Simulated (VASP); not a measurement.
Given:

```xyz
5
Lattice="3.8191 0.0000 0.0000 0.0000 3.8191 0.0000 0.0000 0.0000 3.8191" Properties=species:S:1:pos:R:3 pbc="T T T"
Sr     0.0000     0.0000     0.0000
V      1.9096     1.9096     1.9096
O      1.9096     0.0000     1.9096
O      0.0000     1.9096     1.9096
O      1.9096     1.9096     0.0000
```

Calculation: AM05 GGA, VASP's PBE PAW potentials (set 64) (plane waves; VASP). Run with 520 eV cut-off, 7×7×7 Γ-centred mesh, first-order Methfessel-Paxton smearing of 0.10 eV, potentials Sr_sv V_sv O.

### Question
Estimate the energy per atom (σ→0), band gap (on the k-mesh) with the smallest direct gap where there is one.

### Answer

The band gap (on the k-mesh) is none (metal, semimetal or under 0.01 eV) and the energy per atom (σ→0) comes out as -8047 meV/atom.

Total energies compare only between runs with the same potentials, cut-off and functional.

The compound is SrVO3 in the cubic perovskite structure. It was relaxed first. The start is the result of an earlier pass. The run is not spin-polarised, so no magnetic state was tried. The electron count is odd and the run is not spin-polarised, which forces a metal.
